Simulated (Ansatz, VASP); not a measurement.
## SrMg: VASP beside Ansatz

```
Sr Mg
1.0
     1.85171    4.62928    4.62928
     4.62928    1.85171    4.62928
     4.62928    4.62928    1.85171
Sr Mg
1 1
Direct
  0.50000 0.50000 0.50000
  0.00000 0.00000 0.00000
```

Alike in both runs: task single point; functional LDA; k mesh 14 × 14 × 14; occupations gaussian, width 0.15 eV; no spin polarisation.

|  | VASP | Ansatz |
| --- | --- | --- |
| version | VASP 6.6.1 | Ansatz 0.2.0 |
| potentials or method | VASP PAW LDA potentials, release 64 (Sr_sv, Mg) | scalar-relativistic, plane waves, PAW |
| plane-wave cutoff (eV) | 520 | 420 |
| valence electrons in the cell | 12 | 20 |

|  | VASP | Ansatz | Ansatz less VASP |
| --- | --- | --- | --- |
| gap on the k mesh at the Fermi level (eV) | none | none | - |
| pressure (GPa) | -2.8 | -2.6 | +0.17 |
| largest component of the traceless stress (GPa) | 1.06 | 1.00 | -0.064 |

A gap of «none» marks a metal or a gap that the smearing closes. The two sets of potentials don't hold the same shells in valence.
